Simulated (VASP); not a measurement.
Here is the system:

```
CELL_PARAMETERS angstrom
      2.17982    -3.77555     0.00000
      2.17982     3.77555     0.00000
      0.00000     0.00000     7.09594
ATOMIC_POSITIONS crystal
  Cd 0.66667 0.33333 0.49999
  Cd 0.33333 0.66667 0.99999
  Se 0.66667 0.33333 0.87601
  Se 0.33333 0.66667 0.37601
```

Method: revTPSS meta-GGA, VASP's PBE PAW potentials (set 64) (plane waves; VASP). Settings: 520 eV cut-off, 7×7×4 Γ-centred mesh, tetrahedra with Blöchl corrections, potentials Cd Se.

Question: Predict the energy per atom (σ→0), band gap (over mesh and band path) with the smallest direct gap where there is one.

Answer: 
```
Item                                                   Value
---------------------------------------------  -------------
band gap (over mesh and band path)                   0.80 eV
smallest direct gap (over mesh and band path)        0.80 eV
energy per atom (σ→0)                          9.302 eV/atom
```

The absolute energy has meaning only against runs of the same code, potentials and settings.

The compound is CdSe in the wurtzite structure. It was relaxed first.
